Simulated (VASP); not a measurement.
All values below come from PBEsol GGA, VASP's PBE PAW potentials (set 64) (plane waves; VASP).

The input files of a VASP run:

### POSCAR
```
As2Se3
1
    3.3647430971     1.9426352952     6.1376771948
   -3.3647430971     1.9426352952     6.1376771948
    0.0000000000    -3.8852705904     6.1376771948
As Se
4 6
Direct
  0.3407922619   0.3407922619   0.3407922619
  0.1592077381   0.1592077381   0.1592077381
  0.6592077381   0.6592077381   0.6592077381
  0.8407922619   0.8407922619   0.8407922619
  0.5544983746   0.9455016254   0.2500000000
  0.2500000000   0.5544983746   0.9455016254
  0.9455016254   0.2500000000   0.5544983746
  0.4455016254   0.0544983746   0.7500000000
  0.7500000000   0.4455016254   0.0544983746
  0.0544983746   0.7500000000   0.4455016254
```

### INCAR
```
SYSTEM = As2Se3
PREC = Accurate; ENCUT = 400; LREAL = F
LASPH = T
EDIFF = 1E-6; NELM = 100; ALGO = Normal
LMAXMIX = 4
ISMEAR = 0; SIGMA = 0.05
GGA = PS
IBRION = 2; NSW = 60; ISIF = 3
EDIFFG = -0.02
LWAVE = F; LCHARG = F
```

### KPOINTS
```
Regular mesh
0
Gamma
4 4 4
```

POTCAR, in this order: As Se (PBE.64 set). Program: vasp_std.

Task: What will the output report for the number of irreducible k-points (NKPTS), number of bands (NBANDS), largest plane-wave count, number of space-group operations, FFT grid (NGX, NGY, NGZ)?

Result: 
```
Item                                          Result
--------------------------------------  ------------
number of irreducible k-points (NKPTS)            13
number of bands (NBANDS)                          34
largest plane-wave count                        4390
number of space-group operations                  12
FFT grid (NGX, NGY, NGZ)                48 × 48 × 48
```

The structure was generated: As2Se3 was put into the corundum type (R-3c), which need not be its known phase. This run relaxes it. Symmetry was kept, so distortions that lower it aren't found. The start is the result of an earlier pass.
